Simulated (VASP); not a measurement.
An input for Quantum ESPRESSO's pw.x (written as the equivalent of a VASP run, and not itself run):

```
&CONTROL
  calculation = 'scf'
  pseudo_dir = './pseudo'
  outdir = './out'
  tprnfor = .true.
  tstress = .true.
/
&SYSTEM
  ibrav = 0
  nat = 1
  ntyp = 1
  ecutwfc = 80
  occupations = 'smearing'
  smearing = 'methfessel-paxton'
  degauss = 0.00735
  input_dft = 'rpbe'
/
&ELECTRONS
  conv_thr = 7.3e-09
  electron_maxstep = 100
/
ATOMIC_SPECIES
  Mo 95.950 Mo.upf
CELL_PARAMETERS angstrom
    -1.6209860    1.6209860    1.6209860
     1.6209860   -1.6209860    1.6209860
     1.6209860    1.6209860   -1.6209860
ATOMIC_POSITIONS crystal
  Mo   0.0000000  0.0000000  0.0000000
K_POINTS automatic
  16 16 16 0 0 0
```

**Question.** Write the VASP files for the same calculation (RPBE).

**Answer.** One answer among several that fit: 
File POSCAR:
```
Mo
2.807630
 -0.5773502837   0.5773502837   0.5773502837
  0.5773502837  -0.5773502837   0.5773502837
  0.5773502837   0.5773502837  -0.5773502837
Mo
1
Cartesian
  0.0000000000   0.0000000000   0.0000000000
```

**INCAR**
```
# general
SYSTEM  = Mo
PREC    = Accurate
ENCUT   = 520
LREAL   = F
LASPH   = T

# electronic loop
EDIFF   = 1E-7
NELM    = 100
ALGO    = Normal
LMAXMIX = 4

# smearing
ISMEAR  = 1
SIGMA   = 0.1

# functional
GGA     = RP

# ions
ISIF    = 2

# output
LWAVE   = F
LCHARG  = F
```

KPOINTS:
```
Automatic mesh
0
Gamma
16 16 16
0 0 0
```

POTCAR, in this order: Mo_sv (PBE.64 set). Program: vasp_std.

Limits of the translation: the potentials are each code's own (VASP's PAW set, PseudoDojo norm-conserving files in pw.x), so ENCUT and ecutwfc are chosen apart and not converted; conv_thr bounds pw.x's estimated SCF error, while EDIFF bounds the energy change between steps.

The compound is Mo in the bcc structure. This cell is one point of a volume scan, at 1.06 of the reference volume.
